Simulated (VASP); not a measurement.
Wanted: the native input for a VASP 6.6.1 run.

```
Task                   : single point
Functional             : PBE
Potentials or basis    : VASP PAW PBE potentials, release 64 (Tl_d, Be)
Cutoff                 : 520 eV
k mesh                 : 5 × 5 × 5
Occupations            : fermi-dirac, width 0.1 eV
Spin                   : no spin polarisation
Dipole correction      : no
Further INCAR settings : ALGO = Normal; EDIFF = 1e-06; NBANDS = 21
```

The structure of BeTl2 lies in POSCAR:

```
BeTl2
1.0
    0.0000000000      3.0968070000      3.0968070000
    3.0968070000      0.0000000000      3.0968070000
    3.0968070000      3.0968070000      0.0000000000
Tl Be
2 1
Direct
    0.2500000000      0.2500000000      0.2500000000
    0.7500000000      0.7500000000      0.7500000000
    0.0000000000      0.0000000000      0.0000000000
```

The cell was built by a generator and needn't be a form met in nature.

The input as run:

INCAR

```
SYSTEM = BeTl2
PREC = Accurate
ENCUT = 520
EDIFF = 1E-6
ISMEAR = -1
SIGMA = 0.1
LREAL = .FALSE.
LASPH = .TRUE.
NELM = 100
ALGO = Normal
ISIF = 2
LWAVE = .FALSE.
LCHARG = .FALSE.
GGA = PE
NBANDS = 21
```

KPOINTS

```
Automatic mesh
0
G
  5 5 5
  0 0 0
```

Potentials or basis: VASP PAW PBE potentials, release 64 (Tl_d, Be).

The run is started by

```console
$ cat potpaw_PBE.64/Tl_d/POTCAR potpaw_PBE.64/Be/POTCAR > POTCAR
$ mpirun -np 1 vasp_std > vasp.out
```

It gave:

```
Pressure               : 10.2 GPa
Band gap on the k mesh : none (metal or under the smearing width)
```

It took 14 s on 1 thread of Intel(R) Xeon(R) Platinum 8559C (Emerald Rapids), on a shared host, peak memory 0.2 GiB.
